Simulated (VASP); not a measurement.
Consider the following.

```yaml
crystal:
  lattice:
    - [0.00000, 2.53527, 2.53527]
    - [2.53527, 0.00000, 2.53527]
    - [2.53527, 2.53527, 0.00000]
  atoms:
    - { symbol: Li, position: [0.00000, 0.00000, 0.00000] }
    - { symbol: Cl, position: [0.50000, 0.50000, 0.50000] }
```

Calculation: G0W0 on PBE orbitals, VASP's PBE PAW potentials (set 64) (plane waves; VASP). Settings: PREC = Normal, 500 eV cut-off, 4×4×4 Γ-centred mesh, Gaussian smearing of 0.010 eV, potentials Li_sv_GW Cl_GW.

The mesh is coarse and the basis finite, so the quasiparticle values are not converged.

NBANDS = 160, ENCUTGW = 200 eV, NOMEGA = 64. The PBE levels (eV) that the step starts from are:

| state | KS energy | filling |
|---|---|---|
| k1 (0.00, 0.00, 0.00), band 2 | -13.17 | 2 |
| k1 (0.00, 0.00, 0.00), band 3 | 0.35 | 2 |
| k1 (0.00, 0.00, 0.00), band 4 | 0.35 | 2 |
| k1 (0.00, 0.00, 0.00), band 5 | 0.35 | 2 |
| k1 (0.00, 0.00, 0.00), band 6 | 6.88 | 0 |
| k1 (0.00, 0.00, 0.00), band 7 | 12.17 | 0 |
| k1 (0.00, 0.00, 0.00), band 8 | 12.17 | 0 |
| k1 (0.00, 0.00, 0.00), band 9 | 12.17 | 0 |
| k4 (0.25, 0.25, 0.00), band 2 | -12.77 | 2 |
| k4 (0.25, 0.25, 0.00), band 3 | -1.23 | 2 |
| k4 (0.25, 0.25, 0.00), band 4 | -0.27 | 2 |
| k4 (0.25, 0.25, 0.00), band 5 | -0.27 | 2 |
| k4 (0.25, 0.25, 0.00), band 6 | 9.10 | 0 |
| k4 (0.25, 0.25, 0.00), band 7 | 9.81 | 0 |
| k4 (0.25, 0.25, 0.00), band 8 | 10.11 | 0 |
| k4 (0.25, 0.25, 0.00), band 9 | 12.93 | 0 |
| k6 (-0.25, 0.25, 0.00), band 2 | -12.55 | 2 |
| k6 (-0.25, 0.25, 0.00), band 3 | -1.85 | 2 |
| k6 (-0.25, 0.25, 0.00), band 4 | -1.18 | 2 |
| k6 (-0.25, 0.25, 0.00), band 5 | 0.06 | 2 |
| k6 (-0.25, 0.25, 0.00), band 6 | 8.58 | 0 |
| k6 (-0.25, 0.25, 0.00), band 7 | 10.54 | 0 |
| k6 (-0.25, 0.25, 0.00), band 8 | 10.60 | 0 |
| k6 (-0.25, 0.25, 0.00), band 9 | 11.28 | 0 |

### Question
Give the quasiparticle energies and renormalisation factors Z.

### Answer

```json
[
 {"state": "k1 (0.00, 0.00, 0.00), band 2", "QP energy (eV)": "-14.83", "Z": "0.77"},
 {"state": "k1 (0.00, 0.00, 0.00), band 3", "QP energy (eV)": "-1.47", "Z": "0.80"},
 {"state": "k1 (0.00, 0.00, 0.00), band 4", "QP energy (eV)": "-1.47", "Z": "0.80"},
 {"state": "k1 (0.00, 0.00, 0.00), band 5", "QP energy (eV)": "-1.47", "Z": "0.80"},
 {"state": "k1 (0.00, 0.00, 0.00), band 6", "QP energy (eV)": "7.63", "Z": "0.83"},
 {"state": "k1 (0.00, 0.00, 0.00), band 7", "QP energy (eV)": "13.32", "Z": "0.82"},
 {"state": "k1 (0.00, 0.00, 0.00), band 8", "QP energy (eV)": "13.32", "Z": "0.82"},
 {"state": "k1 (0.00, 0.00, 0.00), band 9", "QP energy (eV)": "13.32", "Z": "0.82"},
 {"state": "k4 (0.25, 0.25, 0.00), band 2", "QP energy (eV)": "-14.30", "Z": "0.75"},
 {"state": "k4 (0.25, 0.25, 0.00), band 3", "QP energy (eV)": "-3.20", "Z": "0.79"},
 {"state": "k4 (0.25, 0.25, 0.00), band 4", "QP energy (eV)": "-2.16", "Z": "0.79"},
 {"state": "k4 (0.25, 0.25, 0.00), band 5", "QP energy (eV)": "-2.16", "Z": "0.79"},
 {"state": "k4 (0.25, 0.25, 0.00), band 6", "QP energy (eV)": "10.03", "Z": "0.82"},
 {"state": "k4 (0.25, 0.25, 0.00), band 7", "QP energy (eV)": "10.70", "Z": "0.83"},
 {"state": "k4 (0.25, 0.25, 0.00), band 8", "QP energy (eV)": "11.19", "Z": "0.83"},
 {"state": "k4 (0.25, 0.25, 0.00), band 9", "QP energy (eV)": "14.09", "Z": "0.81"},
 {"state": "k6 (-0.25, 0.25, 0.00), band 2", "QP energy (eV)": "-14.02", "Z": "0.75"},
 {"state": "k6 (-0.25, 0.25, 0.00), band 3", "QP energy (eV)": "-3.92", "Z": "0.79"},
 {"state": "k6 (-0.25, 0.25, 0.00), band 4", "QP energy (eV)": "-3.16", "Z": "0.79"},
 {"state": "k6 (-0.25, 0.25, 0.00), band 5", "QP energy (eV)": "-1.80", "Z": "0.79"},
 {"state": "k6 (-0.25, 0.25, 0.00), band 6", "QP energy (eV)": "9.50", "Z": "0.83"},
 {"state": "k6 (-0.25, 0.25, 0.00), band 7", "QP energy (eV)": "11.72", "Z": "0.83"},
 {"state": "k6 (-0.25, 0.25, 0.00), band 8", "QP energy (eV)": "11.62", "Z": "0.82"},
 {"state": "k6 (-0.25, 0.25, 0.00), band 9", "QP energy (eV)": "12.41", "Z": "0.81"}
]
```
On the mesh the gap opens from 6.53 to 9.10 eV.

The compound is LiCl in the rock salt structure. This cell is one point of a volume scan, at 0.96 of the reference volume. The k-mesh is coarse (spacing up to 0.54 per Å, 2π included), so the numbers may not be converged in it.
